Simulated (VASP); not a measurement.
Input:

```
CELL_PARAMETERS angstrom
      2.10313     1.21424     6.86667
     -2.10313     1.21424     6.86667
      0.00000    -2.42848     6.86667
ATOMIC_POSITIONS crystal
  Pb 0.75318 0.75318 0.75318
  Pb 0.24682 0.24682 0.24682
  Se 0.00000 0.00000 0.00000
  S  0.50000 0.50000 0.50000
```

The numbers are results of LDA (Ceperley-Alder, Perdew-Zunger), VASP's LDA PAW potentials (set 64) (plane waves; VASP), not measurements. Settings: 400 eV cut-off, Gaussian smearing of 0.050 eV, potentials Pb_d Se S.

Unless said otherwise, spin-orbit coupling is left out, though it shifts the bands of the heavy elements here.

Question: Give the energies of bands 14 to 23 at the high-symmetry points, in eV from the valence-band maximum.

Answer: 
| band | Γ | T | H2 | L | S0 | F |
|---|---|---|---|---|---|---|
| 14 | -6.22 | -7.71 | -8.56 | -8.42 | -8.50 | -7.48 |
| 15 | -2.35 | -2.31 | -4.54 | -4.08 | -4.85 | -5.52 |
| 16 | -2.35 | -2.31 | -4.53 | -3.94 | -4.10 | -3.67 |
| 17 | -2.25 | -1.82 | -3.31 | -3.13 | -3.80 | -3.65 |
| 18 | -1.68 | -1.82 | -3.14 | -2.74 | -2.83 | -1.80 |
| 19 | -1.68 | -1.25 | -1.77 | -2.41 | -2.26 | -1.77 |
| 20 | 0.00 | -1.25 | -1.76 | -2.40 | -1.03 | -0.01 |
| 21 | 0.04 | 2.10 | 2.21 | 2.69 | 1.47 | 0.04 |
| 22 | 1.58 | 2.12 | 2.25 | 2.78 | 2.67 | 1.59 |
| 23 | 1.58 | 2.76 | 3.39 | 3.58 | 3.35 | 1.59 |

The gap is indirect, 0.04 eV, from the valence maximum at Γ to the conduction minimum at F.

The structure comes from a computed database's Pb2SeS entry (R-3m); how it stands against other phases isn't given here. It was relaxed first, which changed the volume by -6 %.
